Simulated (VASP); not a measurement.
Given:

```xyz
8
Lattice="0.0000 3.0012 3.0012 3.0012 0.0000 3.0012 12.0011 12.0011 0.0038" Properties=species:S:1:pos:R:3 pbc="T T T"
Ga    11.9154    11.9154     0.0895
Ga     2.9683     2.9683     0.0329
Ga     9.0280     9.0280     5.9781
Ga    12.0893    12.0893     5.9180
Sb     1.4466     1.4466     1.5546
Sb     4.5028     4.5028     1.4997
Sb     7.5576     7.5576     1.4461
As    10.5004    10.5004     1.5045
```

Level of theory: PBEsol GGA, VASP's PBE PAW potentials (set 64) (plane waves; VASP 6.6.1). Numerical set-up: 400 eV cut-off, Gaussian smearing of 0.050 eV, potentials Ga_d Sb As.

Problem. Give the energies of bands 28 to 41 at the high-symmetry points, in eV from the Fermi level.

Solution. 
| band | Γ | T | H2 | L | S0 | F |
|---|---|---|---|---|---|---|
| 28 | -1.57 | -2.09 | -6.50 | -6.35 | -6.50 | -6.23 |
| 29 | -1.57 | -1.56 | -4.00 | -3.15 | -4.00 | -3.31 |
| 30 | -0.80 | -1.56 | -3.83 | -3.12 | -3.81 | -3.22 |
| 31 | -0.80 | -0.89 | -3.68 | -2.81 | -3.73 | -2.84 |
| 32 | -0.65 | -0.89 | -3.59 | -2.37 | -3.58 | -2.71 |
| 33 | -0.56 | -0.34 | -2.48 | -2.33 | -2.51 | -2.17 |
| 34 | -0.56 | -0.34 | -2.37 | -2.29 | -2.33 | -1.94 |
| 35 | -0.13 | -0.16 | -2.15 | -1.58 | -2.19 | -1.25 |
| 36 | 0.04 | -0.10 | -2.07 | -1.40 | -2.02 | -1.18 |
| 37 | 0.04 | -0.10 | 1.73 | 0.86 | 1.58 | 0.33 |
| 38 | 0.61 | 0.84 | 1.73 | 1.25 | 2.07 | 0.89 |
| 39 | 0.94 | 1.13 | 2.47 | 1.43 | 2.09 | 1.05 |
| 40 | 1.17 | 1.40 | 2.62 | 1.55 | 2.84 | 1.52 |
| 41 | 2.87 | 3.18 | 3.86 | 1.97 | 3.59 | 1.72 |

It has no gap at this level: it comes out as a metal or semimetal.

The structure was generated: Ga4AsSb3 was put into an ordered model structure (R3m), which need not be its known phase. It was relaxed first.
